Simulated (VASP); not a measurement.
Energy against volume of HfO₂ (fluorite). Computed with RPBE GGA, VASP's PBE PAW potentials (set 64) (plane waves; VASP). Settings: 520 eV cut-off, 8×8×8 Γ-centred mesh, Gaussian smearing of 0.050 eV, potentials Hf_pv O.

```tsv
V (Å³/atom)	E (eV/atom)
10.767	-9.62712
11.100	-9.63538
11.433	-9.62886
11.766	-9.60960
```

Q: Fit these four points and predict the energy of the run at 10.434 Å³/atom.

A: A cubic in V^(−2/3), the third-order Birch-Murnaghan form, passes through the four points with V0 = 11.11 Å³/atom and B0 = 236 GPa, and gives -9.6017 eV/atom there. The run gave -9.6014 eV/atom, +0.3 meV/atom from the fit; all five points give B0 = 237 GPa.

The compound is HfO2 in the fluorite structure, the high-temperature cubic form, which is unstable at 0 K; the monoclinic form is the stable one. It was relaxed first.
